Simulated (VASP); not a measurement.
# Shielding tensors and field gradients of Al2O3, part 5 of 8

What are the shielding tensors of Al2O3? The cell has space group Pnnm, a computed entry that need not be the common form of this compound. The start is a computed cell from the Materials Project.

VASP 6.6.1, plane waves and PAW; the level of theory is named at each step.

So far. Step 2 (Relaxation): At r2SCAN, with these data sets, the largest force is down to 0.0094 eV/Å. Step 3 (Ground state): The cell has a gap of 3.33 eV on this mesh and a pressure of -4.0 GPa, which holds the misfit of the given cell and coordinates with this functional, and any error of cutoff, mesh and data sets.

## Step 5: Cell stretched

Level of this step: chemical shifts by linear response (GIPAW), LDA; plane waves and PAW (Al, O) (VASP).

A changed volume shows how shieldings follow the bond lengths.

INCAR

```
SYSTEM = Al2O3
PREC = Accurate
ENCUT = 560
EDIFF = 1E-09
NELM = 100
ISMEAR = 0
SIGMA = 0.01
LREAL = .FALSE.
ALGO = Normal
GGA = CA
NBANDS = 34
LWAVE = .FALSE.
LCHARG = .FALSE.
KPAR = 4
LCHIMAG = .TRUE.
LEFG = .TRUE.
DQ = 0.001
ICHIBARE = 1
LNMR_SYM_RED = .TRUE.
```

POSCAR

```
Al2O3
1.0
    4.6744915547      0.0000000000      0.0000000000
    0.0000000000      9.6891260502      0.0000000000
    0.0000000000      0.0000000000      3.1609175239
Al O
4 6
Direct
    0.0472582104      0.8266388528      0.0000000000
    0.9527417896      0.1733611472      0.0000000000
    0.5472582104      0.6733611472      0.5000000000
    0.4527417896      0.3266388528      0.5000000000
    0.5000000000      0.5000000000      0.5000000000
    0.2103891546      0.7682982375      0.5000000000
    0.2896108454      0.2682982375      0.0000000000
    0.7103891546      0.7317017625      0.0000000000
    0.0000000000      0.0000000000      0.0000000000
    0.7896108454      0.2317017625      0.5000000000
```

KPOINTS

```
Automatic mesh
0
Gamma
6 4 8
0 0 0
```

The projector-augmented-wave data sets are Al and O (LDA family, release 64).

The run is started by

```bash
mpirun -np 4 vasp_std
```

What it wrote:

```text
[... set-up lines as in an earlier step ...]
 entering main loop
       N       E                     dE             d eps       ncg     rms          rms(c)
DAV:   1     0.263360928422E+03    0.26336E+03   -0.23837E+04  4080   0.133E+03
DAV:   2    -0.693335732511E+02   -0.33269E+03   -0.31663E+03  5360   0.281E+02
DAV:   3    -0.924362616315E+02   -0.23103E+02   -0.22970E+02  5174   0.791E+01
DAV:   4    -0.927200994664E+02   -0.28384E+00   -0.28358E+00  4920   0.985E+00
DAV:   5    -0.927242832258E+02   -0.41838E-02   -0.41823E-02  5108   0.118E+00    0.200E+01
DAV:   6    -0.809786255141E+02    0.11746E+02   -0.48590E+01  4738   0.353E+01    0.770E+00
DAV:   7    -0.807241753774E+02    0.25445E+00   -0.10695E+00  4528   0.580E+00    0.384E+00
DAV:   8    -0.805425186623E+02    0.18166E+00   -0.12431E-01  5104   0.249E+00    0.128E+00
DAV:   9    -0.805153242941E+02    0.27194E-01   -0.31186E-02  5118   0.140E+00    0.238E-01
DAV:  10    -0.805167445373E+02   -0.14202E-02   -0.47727E-03  4490   0.355E-01    0.184E-01
DAV:  11    -0.805174509708E+02   -0.70643E-03   -0.20231E-03  4564   0.266E-01    0.811E-02
DAV:  12    -0.805173646623E+02    0.86309E-04   -0.67373E-04  5184   0.164E-01    0.175E-02
DAV:  13    -0.805173803374E+02   -0.15675E-04   -0.10119E-04  4412   0.546E-02    0.101E-02
DAV:  14    -0.805173830085E+02   -0.26711E-05   -0.92997E-06  4696   0.161E-02    0.338E-03
DAV:  15    -0.805173830180E+02   -0.94956E-08   -0.28070E-07  4932   0.323E-03    0.185E-03
DAV:  16    -0.805173830286E+02   -0.10642E-07   -0.28577E-08  4862   0.931E-04    0.342E-04
DAV:  17    -0.805173830280E+02    0.59526E-09   -0.12148E-08  4882   0.677E-04    0.163E-04
DAV:  18    -0.805173830282E+02   -0.13506E-09   -0.29325E-09  4190   0.306E-04
ion   1
     0.0000000    -0.0010047     0.0000000    -0.4214572     0.0000000    -1.5761258
     0.0000349    -0.0010047     0.0000000    -0.4214572     0.0000000    -1.5761258
     0.0000480    -0.0010047     0.0000000    -0.4214572     0.0000000    -1.5761258
     0.0000661    -0.0010047     0.0000000    -0.4214572     0.0000000    -1.5761258
     0.0000910    -0.0010047     0.0000000    -0.4214572     0.0000000    -1.5761258

     0.0000000     0.1570054     0.0000000    -6.3558867     0.0000000   -23.6523601
     0.0000349     0.1570052     0.0000000    -6.3558782     0.0000000   -23.6523286
     0.0000480     0.1570050     0.0000000    -6.3558729     0.0000000   -23.6523089
     0.0000661     0.1570048     0.0000000    -6.3558641     0.0000000   -23.6522760
     0.0000910     0.1570044     0.0000000    -6.3558494     0.0000000   -23.6522214

ion   2
     0.0000000    -0.0010047     0.0000000    -0.4214572     0.0000000    -1.5761258
     0.0000349    -0.0010047     0.0000000    -0.4214572     0.0000000    -1.5761258
     0.0000480    -0.0010047     0.0000000    -0.4214572     0.0000000    -1.5761258
     0.0000661    -0.0010047     0.0000000    -0.4214572     0.0000000    -1.5761258
     0.0000910    -0.0010047     0.0000000    -0.4214572     0.0000000    -1.5761258

     0.0000000     0.1570054     0.0000000    -6.3558867     0.0000000   -23.6523601
     0.0000349     0.1570052     0.0000000    -6.3558782     0.0000000   -23.6523286
     0.0000480     0.1570050     0.0000000    -6.3558729     0.0000000   -23.6523089
     0.0000661     0.1570048     0.0000000    -6.3558641     0.0000000   -23.6522760
     0.0000910     0.1570044     0.0000000    -6.3558494     0.0000000   -23.6522214

ion   3
     0.0000000     0.0010047    -0.0000000    -0.4214572     0.0000000    -1.5761258
     0.0000349     0.0010047    -0.0000000    -0.4214572     0.0000000    -1.5761258
     0.0000480     0.0010047    -0.0000000    -0.4214572     0.0000000    -1.5761258
     0.0000661     0.0010047    -0.0000000    -0.4214572     0.0000000    -1.5761258
     0.0000910     0.0010047    -0.0000000    -0.4214572     0.0000000    -1.5761258

     0.0000000    -0.1570054    -0.0000000    -6.3558867     0.0000000   -23.6523601
     0.0000349    -0.1570052    -0.0000000    -6.3558782     0.0000000   -23.6523286
     0.0000480    -0.1570050    -0.0000000    -6.3558729     0.0000000   -23.6523089
     0.0000661    -0.1570048    -0.0000000    -6.3558641     0.0000000   -23.6522760
     0.0000910    -0.1570044    -0.0000000    -6.3558494     0.0000000   -23.6522214

ion   4
     0.0000000     0.0010047    -0.0000000    -0.4214572     0.0000000    -1.5761258
     0.0000349     0.0010047    -0.0000000    -0.4214572     0.0000000    -1.5761258
     0.0000480     0.0010047    -0.0000000    -0.4214572     0.0000000    -1.5761258
     0.0000661     0.0010047    -0.0000000    -0.4214572     0.0000000    -1.5761258
     0.0000910     0.0010047    -0.0000000    -0.4214572     0.0000000    -1.5761258

     0.0000000    -0.1570054    -0.0000000    -6.3558867     0.0000000   -23.6523601
     0.0000349    -0.1570052    -0.0000000    -6.3558782     0.0000000   -23.6523286
     0.0000480    -0.1570050    -0.0000000    -6.3558729     0.0000000   -23.6523089
     0.0000661    -0.1570048    -0.0000000    -6.3558641     0.0000000   -23.6522760
     0.0000910    -0.1570044    -0.0000000    -6.3558494     0.0000000   -23.6522214

ion   5
     0.0000000    -1.8951130     0.0000000     5.6362774     0.0000000     5.2341090
     0.0000293    -1.8951130     0.0000000     5.6362773     0.0000000     5.2341089
     0.0000403    -1.8951129     0.0000000     5.6362773     0.0000000     5.2341089
     0.0000555    -1.8951129     0.0000000     5.6362772     0.0000000     5.2341088
     0.0000765    -1.8951128     0.0000000     5.6362770     0.0000000     5.2341086

     0.0000000    -7.8653639     0.0000000    21.7795525     0.0000000    24.0270306
     0.0000293    -7.8653617     0.0000000    21.7795465     0.0000000    24.0270236
     0.0000403    -7.8653602     0.0000000    21.7795424     0.0000000    24.0270188
     0.0000555    -7.8653576     0.0000000    21.7795355     0.0000000    24.0270108
     0.0000765    -7.8653533     0.0000000    21.7795239     0.0000000    24.0269973

ion   6
     0.0000000     8.9770602    -0.0000000   -10.3182847     0.0000000    -5.6753140
     0.0000293     8.9770602    -0.0000000   -10.3182846     0.0000000    -5.6753139
     0.0000403     8.9770601    -0.0000000   -10.3182846     0.0000000    -5.6753139
     0.0000555     8.9770600    -0.0000000   -10.3182844     0.0000000    -5.6753138
     0.0000765     8.9770597    -0.0000000   -10.3182841     0.0000000    -5.6753137

     0.0000000    31.3937792    -0.0000000   -33.3318320     0.0000000   -19.2479700
     0.0000293    31.3937708    -0.0000000   -33.3318234     0.0000000   -19.2479649
[...]
RMM:   8    -0.162899420851E+03   -0.97560E-06   -0.24164E-06  6864   0.259E-03
RMM:   9    -0.162899420962E+03   -0.11105E-06   -0.16454E-07  5894   0.729E-04
RMM:  10    -0.162899420971E+03   -0.92593E-08   -0.23160E-08  5121   0.246E-04
RMM:  11    -0.162899420972E+03   -0.98157E-09   -0.14787E-09  4254   0.927E-05
BDIR= 3  IDIR= 1  IQ=  0
DAV:   1    -0.517979399711E+03   -0.51798E+03   -0.58948E-10  2380   0.130E-04
DAV:   2    -0.517979399711E+03   -0.19440E-10   -0.43692E-11  2360   0.357E-05
       N       E                     dE             d eps       ncg     rms
RMM:   1    -0.158711624785E+03   -0.15871E+03   -0.19979E+02  7050   0.534E+01
RMM:   2    -0.162564387566E+03   -0.38528E+01   -0.95192E+00  7864   0.867E+00
RMM:   3    -0.162878921889E+03   -0.31453E+00   -0.38447E-01  7903   0.166E+00
RMM:   4    -0.162894438763E+03   -0.15517E-01   -0.30942E-02  7914   0.419E-01
RMM:   5    -0.162895984246E+03   -0.15455E-02   -0.26417E-03  7948   0.111E-01
RMM:   6    -0.162896101501E+03   -0.11726E-03   -0.25974E-04  7919   0.313E-02
RMM:   7    -0.162896113869E+03   -0.12367E-04   -0.18027E-05  7886   0.849E-03
RMM:   8    -0.162896114826E+03   -0.95756E-06   -0.23699E-06  6838   0.257E-03
RMM:   9    -0.162896114935E+03   -0.10866E-06   -0.15926E-07  5874   0.722E-04
RMM:  10    -0.162896114944E+03   -0.91665E-08   -0.22892E-08  5100   0.246E-04
RMM:  11    -0.162896114945E+03   -0.98652E-09   -0.15271E-09  4223   0.928E-05
BDIR= 3  IDIR= 1  IQ=  1
DAV:   1    -0.517980737939E+03   -0.51798E+03   -0.47352E-02  4460   0.997E-01
DAV:   2    -0.517980929618E+03   -0.19168E-03   -0.19168E-03  4976   0.214E-01
DAV:   3    -0.517980931349E+03   -0.17304E-05   -0.17304E-05  5078   0.194E-02
DAV:   4    -0.517980931385E+03   -0.36521E-07   -0.36554E-07  5018   0.292E-03
DAV:   5    -0.517980931386E+03   -0.12113E-08   -0.12009E-08  4424   0.477E-04
DAV:   6    -0.517980931386E+03   -0.20577E-10   -0.41758E-10  3494   0.103E-04
       N       E                     dE             d eps       ncg     rms
RMM:   1    -0.158707949802E+03   -0.15871E+03   -0.19978E+02  7050   0.534E+01
RMM:   2    -0.162560599958E+03   -0.38527E+01   -0.95110E+00  7864   0.867E+00
RMM:   3    -0.162874514013E+03   -0.31391E+00   -0.38253E-01  7907   0.166E+00
RMM:   4    -0.162889913696E+03   -0.15400E-01   -0.30698E-02  7920   0.418E-01
RMM:   5    -0.162891444442E+03   -0.15307E-02   -0.26135E-03  7952   0.111E-01
RMM:   6    -0.162891560093E+03   -0.11565E-03   -0.25587E-04  7931   0.311E-02
RMM:   7    -0.162891572241E+03   -0.12148E-04   -0.17394E-05  7896   0.845E-03
RMM:   8    -0.162891573215E+03   -0.97435E-06   -0.24055E-06  6864   0.260E-03
RMM:   9    -0.162891573328E+03   -0.11242E-06   -0.16827E-07  5888   0.731E-04
RMM:  10    -0.162891573338E+03   -0.98009E-08   -0.23898E-08  5129   0.250E-04
RMM:  11    -0.162891573339E+03   -0.10816E-08   -0.17316E-09  4256   0.948E-05
RMM:  12    -0.162891573339E+03   -0.97913E-10   -0.20016E-10  3766   0.621E-05
BDIR= 3  IDIR= 2  IQ= -1
DAV:   1    -0.517979054412E+03   -0.51798E+03   -0.47785E-02  4286   0.993E-01
DAV:   2    -0.517979238631E+03   -0.18422E-03   -0.18422E-03  4926   0.215E-01
DAV:   3    -0.517979240233E+03   -0.16019E-05   -0.16019E-05  4990   0.193E-02
DAV:   4    -0.517979240268E+03   -0.34966E-07   -0.34967E-07  5002   0.296E-03
DAV:   5    -0.517979240269E+03   -0.10856E-08   -0.11404E-08  4528   0.480E-04
DAV:   6    -0.517979240269E+03   -0.52523E-10   -0.39288E-10  3438   0.107E-04
       N       E                     dE             d eps       ncg     rms
RMM:   1    -0.158311886476E+03   -0.15831E+03   -0.19594E+02  6912   0.537E+01
RMM:   2    -0.162309681475E+03   -0.39978E+01   -0.11172E+01  7830   0.904E+00
RMM:   3    -0.162632735398E+03   -0.32305E+00   -0.37527E-01  7908   0.171E+00
RMM:   4    -0.162648153827E+03   -0.15418E-01   -0.31533E-02  7907   0.435E-01
RMM:   5    -0.162649725122E+03   -0.15713E-02   -0.28074E-03  7975   0.119E-01
RMM:   6    -0.162649851619E+03   -0.12650E-03   -0.28516E-04  7935   0.340E-02
RMM:   7    -0.162649864948E+03   -0.13329E-04   -0.21927E-05  7926   0.938E-03
RMM:   8    -0.162649866111E+03   -0.11629E-05   -0.27972E-06  6880   0.287E-03
RMM:   9    -0.162649866243E+03   -0.13161E-06   -0.20333E-07  5857   0.822E-04
RMM:  10    -0.162649866255E+03   -0.11840E-07   -0.31174E-08  5210   0.283E-04
RMM:  11    -0.162649866256E+03   -0.12158E-08   -0.17894E-09  4434   0.102E-04
RMM:  12    -0.162649866256E+03   -0.95156E-10   -0.21253E-10  3879   0.633E-05
BDIR= 3  IDIR= 2  IQ=  0
DAV:   1    -0.517979399711E+03   -0.51798E+03   -0.58959E-10  2380   0.130E-04
DAV:   2    -0.517979399711E+03    0.16144E-10   -0.44739E-11  2360   0.357E-05
       N       E                     dE             d eps       ncg     rms
RMM:   1    -0.158312040713E+03   -0.15831E+03   -0.19595E+02  6912   0.537E+01
RMM:   2    -0.162307644565E+03   -0.39956E+01   -0.11147E+01  7832   0.904E+00
RMM:   3    -0.162632972470E+03   -0.32533E+00   -0.37640E-01  7907   0.171E+00
RMM:   4    -0.162648512260E+03   -0.15540E-01   -0.32103E-02  7903   0.436E-01
RMM:   5    -0.162650078829E+03   -0.15666E-02   -0.27730E-03  7961   0.119E-01
RMM:   6    -0.162650204212E+03   -0.12538E-03   -0.28202E-04  7909   0.340E-02
RMM:   7    -0.162650217629E+03   -0.13417E-04   -0.22039E-05  7904   0.941E-03
RMM:   8    -0.162650218797E+03   -0.11685E-05   -0.28221E-06  6842   0.288E-03
RMM:   9    -0.162650218929E+03   -0.13213E-06   -0.20281E-07  5825   0.822E-04
RMM:  10    -0.162650218941E+03   -0.11738E-07   -0.30703E-08  5162   0.282E-04
RMM:  11    -0.162650218942E+03   -0.12249E-08   -0.17929E-09  4401   0.103E-04
RMM:  12    -0.162650218943E+03   -0.95241E-10   -0.21379E-10  3827   0.632E-05
BDIR= 3  IDIR= 2  IQ=  1
DAV:   1    -0.517979373952E+03   -0.51798E+03   -0.47785E-02  4288   0.993E-01
DAV:   2    -0.517979558068E+03   -0.18412E-03   -0.18412E-03  4926   0.215E-01
DAV:   3    -0.517979559670E+03   -0.16015E-05   -0.16016E-05  5006   0.193E-02
DAV:   4    -0.517979559704E+03   -0.34643E-07   -0.34687E-07  4994   0.295E-03
DAV:   5    -0.517979559706E+03   -0.11593E-08   -0.11287E-08  4530   0.478E-04
DAV:   6    -0.517979559706E+03    0.29559E-11   -0.39036E-10  3462   0.107E-04
       N       E                     dE             d eps       ncg     rms
RMM:   1    -0.158311667401E+03   -0.15831E+03   -0.19594E+02  6913   0.537E+01
RMM:   2    -0.162306896029E+03   -0.39952E+01   -0.11145E+01  7832   0.904E+00
RMM:   3    -0.162632151062E+03   -0.32526E+00   -0.37599E-01  7907   0.171E+00
RMM:   4    -0.162647654983E+03   -0.15504E-01   -0.32052E-02  7908   0.436E-01
RMM:   5    -0.162649223041E+03   -0.15681E-02   -0.27746E-03  7976   0.119E-01
RMM:   6    -0.162649348741E+03   -0.12570E-03   -0.28361E-04  7935   0.340E-02
RMM:   7    -0.162649362162E+03   -0.13420E-04   -0.21901E-05  7924   0.940E-03
RMM:   8    -0.162649363331E+03   -0.11697E-05   -0.28318E-06  6881   0.288E-03
RMM:   9    -0.162649363464E+03   -0.13223E-06   -0.20196E-07  5855   0.822E-04
RMM:  10    -0.162649363475E+03   -0.11707E-07   -0.30784E-08  5208   0.282E-04
RMM:  11    -0.162649363477E+03   -0.12149E-08   -0.17756E-09  4431   0.102E-04
RMM:  12    -0.162649363477E+03   -0.94388E-10   -0.21187E-10  3881   0.633E-05
       N       E                     dE             d eps       ncg     rms
RLQ:   1    -0.218809498680E+01   -0.21881E+01   -0.34753E+00  5030   0.616E+00
RLQ:   2    -0.232467700192E+01   -0.13658E+00   -0.30624E-01  7327   0.151E+00
RLQ:   3    -0.233333416480E+01   -0.86572E-02   -0.14278E-02  7258   0.264E-01
RLQ:   4    -0.233373378433E+01   -0.39962E-03   -0.70359E-04  7545   0.602E-02
RLQ:   5    -0.233376535063E+01   -0.31566E-04   -0.66609E-05  7580   0.160E-02
RLQ:   6    -0.233376815853E+01   -0.28079E-05   -0.59041E-06  6537   0.444E-03
RLQ:   7    -0.233376844876E+01   -0.29022E-06   -0.58476E-07  6178   0.128E-03
RLQ:   8    -0.233376847691E+01   -0.28148E-07   -0.64223E-08  5531   0.396E-04
RLQ:   9    -0.233376847978E+01   -0.28715E-08   -0.50260E-09  4542   0.134E-04
RLQ:  10    -0.233376848004E+01   -0.26642E-09   -0.58912E-10  3733   0.704E-05
```

Elapsed: 24 min, on 4 MPI ranks of Intel Xeon 6975P-C (Granite Rapids), shared host; peak memory 5.4 GiB; 75 min of CPU time.

(Continued in part 6 of 8.)

[Lines on the potential files, build, host, timing and source positions are cut from VASP's logs without a mark.]

[Logs are printed without paths, hosts, clocks, repeated set-up lines and the standing remarks that a program may print on its own settings, such as how far it seeks lower states.]

[Hosts, paths, dates, database ids (printed as entryN), source tags and the programs' standing remarks are cut or masked in the printed files.]
